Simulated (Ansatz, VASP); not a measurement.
# TaAu (Ta-Au-Au-Ta stack, (111) layers): VASP beside Ansatz, part 2 of 3

Aim: how closely do two programs agree when they are given the same cell, functional and k mesh? The cell is taken from a series of runs on this material, whose earlier steps may have relaxed, scaled, displaced or heated it; both programs get it as it stands.

VASP 6.6.1 and Ansatz 0.2.0.

So far: Set-up; Ansatz: zone-centre phonons, LDA.

## (3) VASP: zone-centre phonons, LDA

Level of this step: LDA; plane waves and PAW (Ta_pv, Au) (VASP).

The same cell, functional (in two slightly different forms), mesh and smearing now go to VASP, with its own data sets.

Lines of VASP's logs that name or quote its potential files are left out, and so is its time.

File INCAR:

```
SYSTEM = TaAu
PREC = Accurate
ENCUT = 500
EDIFF = 1E-08
NELM = 120
ISMEAR = 1
SIGMA = 0.2
LREAL = .FALSE.
ALGO = Normal
GGA = PW92
NBANDS = 28
LASPH = .TRUE.
LORBIT = 11
LWAVE = .FALSE.
LCHARG = .FALSE.
ISIF = 2
IBRION = 8
GGA_COMPAT = .FALSE.
NELMDL = -8
```

File POSCAR:

```
TaAu
1.0
    2.8170716380      0.0000000000      0.0000000000
   -1.4085358190      2.4396556028      0.0000000000
    0.0000000000      0.0000000000     37.9335366104
Ta Au
2 2
Direct
    0.0000000000      0.0000000000      0.1449549804
    0.0000000000      0.0000000000      0.3313193566
    0.3333333333      0.6666666667      0.2057671445
    0.6666666667      0.3333333333      0.2705071925
```

File KPOINTS:

```
Automatic mesh
0
Gamma
9 9 1
0 0 0
```

PAW data sets: Ta_pv and Au (LDA family, release 64).

Run with:

```sh
$ mpirun -np 1 vasp_std
```

Log:

```text
[banner, memory and clock lines left out]
running    1 mpi-ranks, on    1 nodes
 distrk:  each k-point on    1 cores,    1 groups
 distr:  one band on    1 cores,    1 groups

 POSCAR found type information on POSCAR TaAu
 POSCAR found :  2 types and       4 ions
|                                                                             |
|               ----> ADVICE to this user running VASP <----                  |
|                                                                             |
|     You enforced a specific xc type in the INCAR file but a different       |
|     [... a line on the potential file left out ...]
|     I HOPE YOU KNOW WHAT YOU ARE DOING!                                     |
|                                                                             |

 LDA part: xc-table for (Slater(with rela. corr.)+PW92), standard interpolation
 POSCAR, INCAR and KPOINTS ok, starting setup
 FFT: planning ... GRIDC
 FFT: planning ... GRID_SOFT
 FFT: planning ... GRID
 WAVECAR not read
 entering main loop
       N       E                     dE             d eps       ncg     rms          rms(c)
DAV:   1     0.301554891606E+03    0.30155E+03   -0.21020E+04   808   0.124E+03
DAV:   2    -0.205719963046E+02   -0.32213E+03   -0.31490E+03   868   0.291E+02
DAV:   3    -0.349062907114E+02   -0.14334E+02   -0.13660E+02   788   0.581E+01
DAV:   4    -0.353553824740E+02   -0.44909E+00   -0.44063E+00   964   0.944E+00
DAV:   5    -0.353649302342E+02   -0.95478E-02   -0.94926E-02   892   0.123E+00
DAV:   6    -0.353652952008E+02   -0.36497E-03   -0.36393E-03  1040   0.217E-01
DAV:   7    -0.353653013388E+02   -0.61380E-05   -0.61374E-05   892   0.252E-02
DAV:   8    -0.353653016727E+02   -0.33386E-06   -0.33362E-06  1016   0.441E-03    0.231E+01
DAV:   9    -0.356715239883E+02   -0.30622E+00   -0.58849E+01   820   0.416E+01    0.241E+01
DAV:  10    -0.320496558276E+02    0.36219E+01   -0.11676E+01   776   0.165E+01    0.114E+01
DAV:  11    -0.320829076138E+02   -0.33252E-01   -0.47747E+00   816   0.115E+01    0.259E+00
DAV:  12    -0.317752114364E+02    0.30770E+00   -0.18169E+00   776   0.760E+00    0.148E+00
DAV:  13    -0.317762760727E+02   -0.10646E-02   -0.73860E-02   780   0.148E+00    0.669E-01
DAV:  14    -0.317758974679E+02    0.37860E-03   -0.26054E-03   920   0.254E-01    0.151E-01
[...]
DAV:  25    -0.317763896121E+02   -0.14408E-05   -0.52358E-08   508   0.568E-04    0.132E-04
DAV:  26    -0.317763907062E+02   -0.10941E-05   -0.22934E-08   492   0.348E-04    0.784E-05
DAV:  27    -0.317763913736E+02   -0.66735E-06   -0.15854E-08   456   0.212E-04    0.634E-05
DAV:  28    -0.317763917097E+02   -0.33618E-06   -0.74339E-09   464   0.130E-04    0.298E-05
DAV:  29    -0.317763917789E+02   -0.69191E-07   -0.53186E-10   420   0.814E-05    0.132E-05
DAV:  30    -0.317763918044E+02   -0.25523E-07   -0.50498E-11   372   0.402E-05    0.102E-05
DAV:  31    -0.317763918158E+02   -0.11396E-07    0.75726E-12   384   0.321E-05    0.811E-06
DAV:  32    -0.317763918212E+02   -0.53324E-08    0.34644E-11   368   0.197E-05
   1 F= -.31776392E+02 E0= -.31776895E+02  d E =0.150897E-02
 Linear response reoptimize wavefunctions to high precision
DAV:   1    -0.317763918240E+02   -0.28213E-08    0.85134E-11   380   0.144E-05
DAV:   2    -0.317763918241E+02   -0.58208E-10    0.93057E-11   380   0.662E-06
 Linear response DOF=           4
 Linear response progress:
  Degree of freedom:   1/  4
       N       E                     dE             d eps       ncg     rms          rms(c)
RMM:   1    -0.111565579431E+00   -0.11157E+00    0.13940E+01  2328   0.211E+01
RMM:   2    -0.141973327410E+00   -0.30408E-01   -0.34783E-02  3446   0.116E+00    0.131E-01
RMM:   3    -0.140833381592E+00    0.11399E-02   -0.40977E-03  4061   0.289E-01    0.584E-02
RMM:   4    -0.139998552469E+00    0.83483E-03   -0.60954E-04  4457   0.118E-01    0.315E-02
RMM:   5    -0.140034196485E+00   -0.35644E-04   -0.11975E-04  4426   0.444E-02    0.537E-02
RMM:   6    -0.139680873220E+00    0.35332E-03   -0.64587E-05  3944   0.290E-02    0.903E-03
RMM:   7    -0.139572497334E+00    0.10838E-03   -0.80621E-06  4352   0.111E-02    0.185E-03
RMM:   8    -0.139576210890E+00   -0.37136E-05   -0.44772E-06  4873   0.417E-03    0.125E-03
RMM:   9    -0.139578556615E+00   -0.23457E-05   -0.19206E-06  4747   0.198E-03    0.656E-04
RMM:  10    -0.139580792698E+00   -0.22361E-05   -0.16813E-06  4436   0.104E-03    0.168E-04
RMM:  11    -0.139581294563E+00   -0.50186E-06   -0.86106E-07  4863   0.597E-04    0.862E-05
RMM:  12    -0.139581297950E+00   -0.33875E-08   -0.67903E-07  4506   0.393E-04    0.517E-05
RMM:  13    -0.139581347324E+00   -0.49374E-07   -0.36974E-07  4399   0.282E-04    0.167E-05
RMM:  14    -0.139581370209E+00   -0.22885E-07   -0.29039E-07  4479   0.194E-04    0.158E-05
RMM:  15    -0.139581362166E+00    0.80436E-08   -0.18073E-07  4898   0.140E-04    0.139E-05
RMM:  16    -0.139581365616E+00   -0.34507E-08   -0.13587E-07  4638   0.105E-04    0.226E-05
RMM:  17    -0.139581353296E+00    0.12320E-07   -0.87072E-08  4275   0.852E-05    0.164E-05
RMM:  18    -0.139581354971E+00   -0.16744E-08   -0.71499E-08  4233   0.653E-05    0.187E-05
 first order change of Fermi-energy   0.88924E-03
 force on displaced ion       1 direction 1 :  -1.833   0.000   0.001
 Linear response progress:
  Degree of freedom:   2/  4
       N       E                     dE             d eps       ncg     rms          rms(c)
RMM:   1    -0.265888628528E+00   -0.26589E+00    0.11303E+01   700   0.201E+01
RMM:   2    -0.299108576678E+00   -0.33220E-01   -0.49895E-02  1011   0.130E+00    0.172E-01
RMM:   3    -0.299399498290E+00   -0.29092E-03   -0.41957E-03  1098   0.250E-01    0.147E-01
RMM:   4    -0.300472617396E+00   -0.10731E-02   -0.20572E-04  1147   0.117E-01    0.144E-01
RMM:   5    -0.300737821529E+00   -0.26520E-03   -0.97610E-04  1154   0.108E-01    0.157E-01
RMM:   6    -0.299159375749E+00    0.15784E-02   -0.29432E-04  1108   0.709E-02    0.296E-02
RMM:   7    -0.299090354133E+00    0.69022E-04   -0.47418E-05  1228   0.259E-02    0.897E-03
RMM:   8    -0.299041007663E+00    0.49346E-04   -0.13107E-05  1208   0.132E-02    0.461E-03
RMM:   9    -0.299047176711E+00   -0.61690E-05    0.23570E-06  1230   0.476E-03    0.167E-03
RMM:  10    -0.299051527935E+00   -0.43512E-05    0.36788E-08  1298   0.266E-03    0.487E-04
RMM:  11    -0.299051560547E+00   -0.32612E-07   -0.20512E-08  1312   0.113E-03    0.248E-04
RMM:  12    -0.299052173813E+00   -0.61327E-06    0.12345E-06  1265   0.705E-04    0.432E-05
RMM:  13    -0.299052072203E+00    0.10161E-06    0.84484E-08  1323   0.391E-04    0.356E-05
RMM:  14    -0.299052075252E+00   -0.30496E-08    0.76292E-08  1284   0.281E-04    0.218E-05
 first order change of Fermi-energy   0.14078E+00
 force on displaced ion       1 direction 3 :   0.000  -0.000  -6.584
 Linear response progress:
  Degree of freedom:   3/  4
       N       E                     dE             d eps       ncg     rms          rms(c)
RMM:   1    -0.268978143983E+00   -0.26898E+00   -0.23670E-01  4072   0.267E+00
RMM:   2    -0.266976403772E+00    0.20017E-02   -0.11038E-02  3340   0.481E-01    0.110E-01
RMM:   3    -0.266293510380E+00    0.68289E-03   -0.45523E-04  3785   0.982E-02    0.580E-02
RMM:   4    -0.265926794205E+00    0.36672E-03   -0.83826E-04  3938   0.114E-01    0.219E-02
RMM:   5    -0.265917261476E+00    0.95327E-05   -0.16432E-05  3791   0.187E-02    0.175E-02
RMM:   6    -0.265905039068E+00    0.12222E-04   -0.80063E-06  3716   0.118E-02    0.103E-02
RMM:   7    -0.265829199814E+00    0.75839E-04   -0.42893E-06  3683   0.928E-03    0.111E-03
RMM:   8    -0.265825766118E+00    0.34337E-05   -0.15581E-07  3883   0.205E-03    0.795E-04
RMM:   9    -0.265824137546E+00    0.16286E-05   -0.22171E-07  3915   0.700E-04    0.232E-04
RMM:  10    -0.265821598465E+00    0.25391E-05   -0.24904E-08  4244   0.291E-04    0.726E-05
RMM:  11    -0.265821326997E+00    0.27147E-06   -0.15134E-08  4005   0.908E-05    0.238E-05
RMM:  12    -0.265821280395E+00    0.46602E-07    0.52515E-09  4170   0.333E-05    0.135E-05
RMM:  13    -0.265821174952E+00    0.10544E-06   -0.65589E-09  4199   0.176E-05    0.491E-06
RMM:  14    -0.265821171177E+00    0.37758E-08   -0.30988E-09  4134   0.824E-06    0.172E-06
 first order change of Fermi-energy  -0.40095E-03
 force on displaced ion       3 direction 1 :  -1.928  -0.000   0.001
 Linear response progress:
  Degree of freedom:   4/  4
       N       E                     dE             d eps       ncg     rms          rms(c)
RMM:   1    -0.363217267076E+00   -0.36322E+00   -0.24684E-01  1277   0.285E+00
RMM:   2    -0.358665144293E+00    0.45521E-02   -0.16109E-02   975   0.585E-01    0.194E-01
RMM:   3    -0.358470346725E+00    0.19480E-03   -0.95308E-04  1014   0.145E-01    0.131E-01
RMM:   4    -0.358644027713E+00   -0.17368E-03   -0.14309E-04  1065   0.838E-02    0.106E-01
RMM:   5    -0.360785687797E+00   -0.21417E-02   -0.10090E-04  1273   0.112E-01    0.203E-01
RMM:   6    -0.358630851418E+00    0.21548E-02   -0.48238E-04  1132   0.737E-02    0.461E-02
RMM:   7    -0.358587938717E+00    0.42913E-04   -0.68436E-05  1060   0.355E-02    0.991E-03
RMM:   8    -0.358565159225E+00    0.22779E-04   -0.19080E-05  1081   0.178E-02    0.705E-03
RMM:   9    -0.358554093891E+00    0.11065E-04   -0.15651E-06  1079   0.616E-03    0.123E-03
RMM:  10    -0.358546813941E+00    0.72799E-05   -0.22777E-07  1224   0.161E-03    0.445E-04
RMM:  11    -0.358544941602E+00    0.18723E-05    0.67530E-09  1135   0.489E-04    0.261E-04
RMM:  12    -0.358544814940E+00    0.12666E-06   -0.14809E-08  1154   0.202E-04    0.559E-05
RMM:  13    -0.358544906228E+00   -0.91287E-07    0.75629E-12  1200   0.993E-05    0.273E-05
RMM:  14    -0.358544963623E+00   -0.57396E-07   -0.89439E-09  1132   0.463E-05    0.154E-05
RMM:  15    -0.358544948886E+00    0.14737E-07    0.32703E-09  1217   0.217E-05    0.107E-05
RMM:  16    -0.358544925663E+00    0.23224E-07   -0.12013E-08  1240   0.504E-05    0.475E-06
RMM:  17    -0.358544920836E+00    0.48261E-08   -0.32270E-09  1165   0.116E-05    0.292E-06
 first order change of Fermi-energy  -0.59749E-01
 force on displaced ion       3 direction 3 :  -0.000  -0.000  -9.493
 Linear response finished
```

(Part 2 of 3 ends here.)

[Lines on the potential files, build, host, timing and source positions are cut from VASP's logs without a mark.]

[Logs are printed without paths, hosts, clocks, repeated set-up lines and the standing remarks that a program may print on its own settings, such as how far it seeks lower states.]

[Hosts, paths, dates, database ids (printed as entryN), source tags and the programs' standing remarks are cut or masked in the printed files.]
